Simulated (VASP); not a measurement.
Energy against volume of MgO (rock salt). Method: optB86b-vdW, VASP's PBE PAW potentials (set 64) (plane waves; VASP 6.6.1). Run with 520 eV cut-off, 11×11×11 Γ-centred mesh, Gaussian smearing of 0.050 eV, potentials Mg O.

| V (Å³/atom) | E (eV/atom) |
|---|---|
| 9.120 | -4.59546 |
| 9.402 | -4.60026 |
| 9.684 | -4.59658 |
| 9.966 | -4.58565 |

Fit these four points and predict the energy of the run at 8.838 Å³/atom.

A cubic in V^(−2/3), the third-order Birch-Murnaghan form, passes through the four points with V0 = 9.41 Å³/atom and B0 = 159 GPa, and gives -4.5807 eV/atom there. The run gave -4.5808 eV/atom, -0.1 meV/atom from the fit; all five points give B0 = 159 GPa.

The compound is MgO in the rock salt structure. It was relaxed first.
